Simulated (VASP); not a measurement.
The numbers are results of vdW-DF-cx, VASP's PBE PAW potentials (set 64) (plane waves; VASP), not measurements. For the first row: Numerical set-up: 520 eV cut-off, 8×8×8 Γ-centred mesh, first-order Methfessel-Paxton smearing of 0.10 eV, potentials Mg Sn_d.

```tsv
system	energy (eV/atom)
Mg2Sn (antifluorite)	-0.5911
Mg (hcp)	-0.1620
Sn (beta)	-0.7977
```

The references are the elements' solids at the same level; no temperature or zero-point terms are added.

Problem. What is the formation energy per atom of Mg2Sn?

Solution. The references average (2×(-0.1620) + 1×(-0.7977))/3 = -0.3739 eV, so the formation energy is -0.5911 − (-0.3739) = -0.217 eV/atom.
